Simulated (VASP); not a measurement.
Level of theory: revPBE GGA, VASP's PBE PAW potentials (set 64) (plane waves; VASP 6.6.1).

VASP ran on this input.

**POSCAR**
```
Cs
1
   -3.0500000000     3.0500000000     3.0500000000
    3.0500000000    -3.0500000000     3.0500000000
    3.0500000000     3.0500000000    -3.0500000000
Cs
1
Direct
  0.0000000000   0.0000000000   0.0000000000
```

INCAR:
```
EDIFFG = -0.01
ALGO = Normal
ENCUT = 520
SIGMA = 0.1
LMAXMIX = 4
ISIF = 3   ! ions, shape and volume
SYSTEM = Cs
LWAVE = F
NELM = 100   ! most electronic steps
EDIFF = 1E-6   ! SCF stop (eV)
PREC = Accurate
LCHARG = F
IBRION = 2   ! conjugate gradients
NSW = 60   ! most ionic steps
LASPH = T   ! aspherical one-centre terms
ISMEAR = 1
LREAL = F   ! projection in real space or not
GGA = RE   ! revPBE
```

**KPOINTS**
```
Automatic mesh
0
Gamma
8 8 8
0 0 0
```

POTCAR, in this order: Cs_sv (PBE.64 set). Program: vasp_std.

Output

### OSZICAR
```
       N       E                     dE             d eps       ncg     rms          rms(c)
DAV:   1     0.553155923380E+02    0.55316E+02   -0.29432E+03   464   0.773E+02
DAV:   2     0.391785682541E+01   -0.51398E+02   -0.50088E+02   648   0.121E+02
DAV:   3    -0.668448619491E+00   -0.45863E+01   -0.45863E+01   464   0.453E+01
DAV:   4    -0.729219813429E+00   -0.60771E-01   -0.60770E-01   872   0.637E+00
DAV:   5    -0.729228371640E+00   -0.85582E-05   -0.85582E-05   560   0.772E-02    0.155E-01
DAV:   6    -0.731844775548E+00   -0.26164E-02   -0.18364E-03   752   0.270E-01    0.107E-01
DAV:   7    -0.734703898313E+00   -0.28591E-02   -0.56981E-03   488   0.504E-01    0.354E-02
DAV:   8    -0.734841039541E+00   -0.13714E-03   -0.22964E-04   760   0.118E-01    0.490E-03
DAV:   9    -0.734843039424E+00   -0.19999E-05   -0.36996E-06   792   0.130E-02    0.273E-03
DAV:  10    -0.734843168554E+00   -0.12913E-06   -0.32568E-06   624   0.129E-02
   1 F= -.73484317E+00 E0= -.73385863E+00  d E =-.734843E+00
       N       E                     dE             d eps       ncg     rms          rms(c)
DAV:   1    -0.780643815243E+00   -0.45801E-01   -0.91579E-01   464   0.617E+00    0.831E-01
DAV:   2    -0.749799985461E+00    0.30844E-01   -0.40130E-02   472   0.128E+00    0.388E-01
DAV:   3    -0.739526710104E+00    0.10273E-01   -0.37792E-02   504   0.118E+00    0.809E-02
DAV:   4    -0.739509204062E+00    0.17506E-04   -0.14141E-04   536   0.104E-01    0.379E-02
DAV:   5    -0.739501514210E+00    0.76899E-05   -0.44487E-05   616   0.495E-02    0.694E-03
DAV:   6    -0.739505082420E+00   -0.35682E-05   -0.21548E-06   584   0.133E-02    0.724E-04
DAV:   7    -0.739505173068E+00   -0.90648E-07   -0.17122E-07   392   0.333E-03
   2 F= -.73950517E+00 E0= -.73854207E+00  d E =-.466200E-02
       N       E                     dE             d eps       ncg     rms          rms(c)
DAV:   1    -0.109869508885E+01   -0.35919E+00   -0.77901E+00   464   0.176E+01    0.241E+00
DAV:   2    -0.836281226900E+00    0.26241E+00   -0.33819E-01   480   0.373E+00    0.114E+00
DAV:   3    -0.746661411211E+00    0.89620E-01   -0.32949E-01   504   0.349E+00    0.235E-01
DAV:   4    -0.746582106113E+00    0.79305E-04   -0.12081E-03   536   0.302E-01    0.116E-01
DAV:   5    -0.746535463166E+00    0.46643E-04   -0.47239E-04   632   0.157E-01    0.204E-02
DAV:   6    -0.746545268051E+00   -0.98049E-05   -0.21512E-05   568   0.417E-02    0.352E-03
DAV:   7    -0.746546132181E+00   -0.86413E-06   -0.20307E-06   608   0.992E-03
   3 F= -.74654613E+00 E0= -.74566805E+00  d E =-.117030E-01
       N       E                     dE             d eps       ncg     rms          rms(c)
DAV:   1    -0.770063384809E+00   -0.23518E-01   -0.51778E-01   464   0.463E+00    0.625E-01
DAV:   2    -0.752703960622E+00    0.17359E-01   -0.22463E-02   472   0.956E-01    0.293E-01
DAV:   3    -0.746860904151E+00    0.58431E-02   -0.21319E-02   504   0.883E-01    0.618E-02
DAV:   4    -0.746845543710E+00    0.15360E-04   -0.88623E-05   536   0.801E-02    0.270E-02
DAV:   5    -0.746838729559E+00    0.68142E-05   -0.25394E-05   648   0.365E-02    0.536E-03
DAV:   6    -0.746841850391E+00   -0.31208E-05   -0.14228E-06   520   0.107E-02    0.645E-04
DAV:   7    -0.746841849472E+00    0.91848E-09   -0.11947E-07   344   0.264E-03
   4 F= -.74684185E+00 E0= -.74598569E+00  d E =-.119987E-01
```

**OUTCAR**
```
------------------------ aborting loop because EDIFF is reached ----------------------------------------
  FORCE on cell =-STRESS in cart. coord.  units (eV):
  Direction    XX          YY          ZZ          XY          YZ          ZX
  --------------------------------------------------------------------------------------
  Total        0.0010509      0.0010509      0.0010509      0.0000000     -0.0000000      0.0000000
  in kB        0.0130332      0.0130332      0.0130332      0.0000000     -0.0000000      0.0000000
  external PRESSURE =       0.0130332 kB  Pullay stress =       0.0000000 kB
  volume of cell :      129.19
      direct lattice vectors                 reciprocal lattice vectors
    -3.184590832  3.184590832  3.184590832     0.000000000  0.157006041  0.157006041
     3.184590832 -3.184590832  3.184590832     0.157006041  0.000000000  0.157006041
     3.184590832  3.184590832 -3.184590832     0.157006041  0.157006041  0.000000000
 POSITION                                       TOTAL-FORCE (eV/Angst)
 -----------------------------------------------------------------------------------
      0.00000      0.00000      0.00000        -0.000000     -0.000000      0.000000
 -----------------------------------------------------------------------------------
    total drift:                               -0.000000     -0.000000     -0.000000
  FREE ENERGIE OF THE ION-ELECTRON SYSTEM (eV)
  ---------------------------------------------------
  free  energy   TOTEN  =        -0.7468418495 eV

  energy  without entropy=       -0.7442733808  energy(sigma->0) =       -0.74598569

 reached required accuracy - stopping structural energy minimisation
```
(Selected blocks of OUTCAR.)

**CONTCAR**
```
Cs
   1.00000000000000
    -3.1845908315603810    3.1845908315603810    3.1845908315603810
     3.1845908315603810   -3.1845908315603810    3.1845908315603810
     3.1845908315603810    3.1845908315603810   -3.1845908315603810
  Cs
     1
Direct
     0.0000000000000000    0.0000000000000000    0.0000000000000000
```

Energy and stress use the plane-wave basis of the starting cell.

The compound is Cs in the bcc structure. This run relaxes it. Symmetry was kept, so distortions that lower it aren't found.
